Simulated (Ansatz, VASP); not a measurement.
# Two plane-wave programs on Sb2Au3

```
Sb Au
1.0
     3.87682    2.23828    3.08856
    -3.87682    2.23828    3.08856
     0.00000   -4.47656    3.08856
Sb Au
2 3
Direct
  0.81876 0.81876 0.81876
  0.18124 0.18124 0.18124
  0.00000 0.50000 0.00000
  0.00000 0.00000 0.50000
  0.50000 0.00000 0.00000
```

Change from the starting cell: species swapped into the Br2Cl3 type (R-3m, No. 166).

Alike in both runs: task single point; functional PBE; k mesh 3 × 3 × 3; occupations gaussian, width 0.1 eV; no spin polarisation.

```csv
,VASP,Ansatz
version,VASP 6.6.1,Ansatz 0.2.0
potentials or method,"VASP PAW PBE potentials, release 64 (Sb, Au)","scalar-relativistic, plane waves, PAW"
plane-wave cutoff (eV),520,420
valence electrons in the cell,43,87
```

|  | VASP | Ansatz | Ansatz less VASP |
| --- | --- | --- | --- |
| gap on the k mesh at the Fermi level (eV) | none | none | - |
| rms of the force components (eV/Å) | 0.314 | 0.323 | +0.0097 |

Atom by atom the forces differ by 0.010 eV/Å (rms over components). A gap of «none» marks a metal or a gap that the smearing closes. The two sets of potentials don't hold the same shells in valence.

Caveats: the k mesh is coarse (spacing up to 0.39 Å⁻¹), so the values aren't converged. Spin-orbit coupling is left out, which matters for the levels of Au, Sb.
